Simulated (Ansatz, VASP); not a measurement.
## BeAs: VASP beside Ansatz

```
Be As
1.0
     0.00000    2.58417    2.58417
     2.58417    0.00000    2.58417
     2.58417    2.58417    0.00000
Be As
1 1
Direct
  0.00000 0.00000 0.00000
  0.75000 0.75000 0.75000
```

Alike in both runs: functional PBE; k mesh 6 × 6 × 6; occupations gaussian, width 0.1 eV; no spin polarisation.

Ansatz relaxed the structure, and its values are those at the end. VASP's run is a single point on that final structure, the one shown.

```csv
,VASP,Ansatz
version,VASP 6.6.1,Ansatz 0.2.0
potentials or method,"VASP PAW PBE potentials, release 64 (Be, As)","scalar-relativistic, plane waves, PAW"
plane-wave cutoff (eV),520,420
valence electrons in the cell,7,17
```

|  | VASP | Ansatz | Ansatz less VASP |
| --- | --- | --- | --- |
| gap on the k mesh at the Fermi level (eV) | none | none | - |
| pressure (GPa) | 0.5 | 0.3 | -0.23 |

A gap of «none» marks a metal or a gap that the smearing closes. The two sets of potentials don't hold the same shells in valence.
